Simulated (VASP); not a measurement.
Output of a VASP run:

### OSZICAR
```
       N       E                     dE             d eps       ncg     rms          rms(c)
DAV:   1     0.768421092765E+02    0.76842E+02   -0.63483E+03  5342   0.513E+02
DAV:   2    -0.341733094652E+01   -0.80259E+02   -0.75362E+02  6279   0.141E+02
DAV:   3    -0.794254497918E+01   -0.45252E+01   -0.43072E+01  7260   0.289E+01
DAV:   4    -0.803152669802E+01   -0.88982E-01   -0.88349E-01  6390   0.399E+00
DAV:   5    -0.803411598356E+01   -0.25893E-02   -0.25893E-02  7043   0.550E-01    0.556E+01
DAV:   6    -0.152728420831E+02   -0.72387E+01   -0.92163E+02  6477   0.298E+02    0.341E+01
DAV:   7     0.136284677092E+02    0.28901E+02   -0.14213E+02  6153   0.659E+01    0.172E+01
DAV:   8     0.194564970825E+02    0.58280E+01   -0.87727E+01  6392   0.693E+01    0.147E+01
DAV:   9     0.221854753575E+02    0.27290E+01   -0.65529E+00  6495   0.230E+01    0.636E+00
DAV:  10     0.228075554069E+02    0.62208E+00   -0.13367E+00  6461   0.103E+01    0.272E+00
DAV:  11     0.228401426584E+02    0.32587E-01   -0.70316E-02  6325   0.203E+00    0.167E+00
DAV:  12     0.228907409274E+02    0.50598E-01   -0.55372E-01  6403   0.816E+00    0.102E+00
DAV:  13     0.228876745609E+02   -0.30664E-02   -0.17022E-02  5901   0.822E-01    0.894E-01
DAV:  14     0.229008863181E+02    0.13212E-01   -0.22201E-02  6257   0.168E+00    0.342E-01
DAV:  15     0.229030068242E+02    0.21205E-02   -0.65016E-03  6595   0.817E-01    0.849E-02
DAV:  16     0.229030739529E+02    0.67129E-04   -0.45825E-04  6570   0.197E-01    0.288E-02
DAV:  17     0.229030788556E+02    0.49028E-05   -0.66676E-05  6417   0.916E-02    0.192E-02
DAV:  18     0.229030866850E+02    0.78293E-05   -0.29288E-05  6321   0.589E-02    0.535E-03
DAV:  19     0.229030861342E+02   -0.55075E-06   -0.77194E-07  2914   0.743E-03
   1 F= 0.22903086E+02 E0= 0.22902276E+02  d E =0.243130E-02
```

OUTCAR:
```
------------------------ aborting loop because EDIFF is reached ----------------------------------------
  FORCE on cell =-STRESS in cart. coord.  units (eV):
  Direction    XX          YY          ZZ          XY          YZ          ZX
  --------------------------------------------------------------------------------------
  Total     -309.5844732   -309.5844732   -313.2390124      0.0000000     -0.0000000      0.0000000
  in kB    -5858.6403158  -5858.6403158  -5927.7995683      0.0000000     -0.0000000      0.0000000
  external PRESSURE =   -5881.6934000 kB  Pullay stress =       0.0000000 kB
  volume of cell :       84.66
      direct lattice vectors                 reciprocal lattice vectors
    -2.982406000  2.982406000  2.379575000     0.000000000  0.167649877  0.210121555
     2.982406000 -2.982406000  2.379575000     0.167649877  0.000000000  0.210121555
     2.982406000  2.982406000 -2.379575000     0.167649877  0.167649877  0.000000000
 POSITION                                       TOTAL-FORCE (eV/Angst)
 -----------------------------------------------------------------------------------
      0.94608      2.03633      2.37958         0.045299     -0.045299     -0.000000
      2.03633      0.94608      0.00000        -0.045299      0.045299     -0.000000
      0.94608      3.92848      0.00000         0.045299      0.045299      0.000000
      2.03633     -0.94608      2.37957        -0.045299     -0.045299     -0.000000
      0.00000      0.00000      1.18979         0.000000     -0.000000     -0.000000
      0.00000      0.00000      3.56936         0.000000     -0.000000     -0.000000
 -----------------------------------------------------------------------------------
    total drift:                               -0.000000     -0.000000      0.000000
  FREE ENERGIE OF THE ION-ELECTRON SYSTEM (eV)
  ---------------------------------------------------
  free  energy   TOTEN  =        22.9030861342 eV

  energy  without entropy=       22.9006548302  energy(sigma->0) =       22.90227570
```
(Selected blocks of OUTCAR.)

### POSCAR
```
Al2Cu
1
   -2.9824060000     2.9824060000     2.3795750000
    2.9824060000    -2.9824060000     2.3795750000
    2.9824060000     2.9824060000    -2.3795750000
Al Cu
4 2
Direct
  0.8413900000   0.6586100000   0.5000000000
  0.1586100000   0.3413900000   0.5000000000
  0.6586100000   0.1586100000   0.8172200000
  0.3413900000   0.8413900000   0.1827800000
  0.2500000000   0.2500000000   0.0000000000
  0.7500000000   0.7500000000   0.0000000000
```

Question: Reconstruct the remaining input files.

Answer: Several could match; the one computed here: the input of the run itself, PBEsol GGA, plane waves, VASP's PBE PAW potentials (set 64).

KPOINTS:
```
kpoints
0
gamma
11 11 11
0.5 0.5 0.5
```

### INCAR
```
LCHARG=.False.
NELM=100   ! most electronic steps
EDIFF=1E-6   ! SCF stop (eV)
ISMEAR=1   ! Methfessel-Paxton
SYSTEM=Al2Cu
LASPH=.True.
LREAL=.False.
ISIF=2   ! forces and stress, cell fixed
SIGMA=0.272   ! width (eV)
PREC=Accurate
ENCUT=150   ! plane-wave cut-off (eV)
LMAXMIX=4   ! l cut-off of mixed one-centre charges
LWAVE=.False.
ALGO=Normal   ! blocked Davidson
GGA=PS
```

POTCAR, in this order: Al Cu (PBE.64 set). Program: vasp_std.

At this cut-off the stress carries a Pulay error, which pulls relaxed volumes low.

The structure comes from a computed database's Al2Cu entry; how it stands against other phases isn't given here. The cell was not relaxed at this level. The run is one of a series of settings (ENCUT = 150 against the base run), some of them coarse on purpose.
